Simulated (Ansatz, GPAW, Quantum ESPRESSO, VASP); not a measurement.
**KI (Fm-3m, 2 atoms in the cell) computed with different codes at matched settings**

Self-consistent single point, at a second geometry (lattice scaled by 0.98). First geometry:

```
KI
1.0
    0.00000     3.53500     3.53500
    3.53500     0.00000     3.53500
    3.53500     3.53500     0.00000
K I
1 1
Direct
  0.00000   0.00000   0.00000
  0.50000   0.50000   0.50000
```

Shared settings, as Ansatz (a quantum-chemistry and plane-wave program) writes them: kpoints.mp_grid.grid = 4 4 4; scf.occupations.method = fermi_dirac; scf.occupations.width = 0.05 eV. Potentials and cutoffs stand in the table.

| code | model | ΔF from the first geometry (meV/atom) | pressure (GPa) | gap on the mesh (eV) | cutoff |
|---|---|---|---|---|---|
| VASP | PBE, VASP's PBE PAW potentials (set 64) | – | – | 4.105 | 300 eV |
| GPAW | PBE, GPAW PAW datasets PBE (gpaw-data 1.0.1) | 16.1 | 1.48 | 4.120 | 600 eV |
| Quantum ESPRESSO | PBE, PseudoDojo standard norm-conserving (PBE) pseudopotentials | 16.1 | 1.48 | 4.101 | 75 Ry |
| Ansatz | PBE, default PAW files | 16.3 | 1.48 | 4.109 | default |

A dash marks a value that a program does not give, or that is left out as unsure.

Gaps are read on the mesh.

On Ansatz's run: spin-orbit coupling is off.

The spread over the programs that give each value: ΔF from the first geometry within 0.2 meV/atom; pressure within 0.00 GPa; gap on the mesh within 0.019 eV.

Ansatz's pressure is given at a fixed set of plane waves, as the other plane-wave codes print theirs.

VASP's run is marked for a possible Pulay error in its stress at this cutoff; no cutoff test was made.

The starting cell has typed, rounded lattice constants, without a prior relaxation at this level. For this run, on top of that: lattice scaled by 0.98.

Left out of this page: ABINIT, CP2K, Elk, FLEUR and SIESTA (not drawn, or without a comparable value).

Keys are those of Ansatz 0.2.
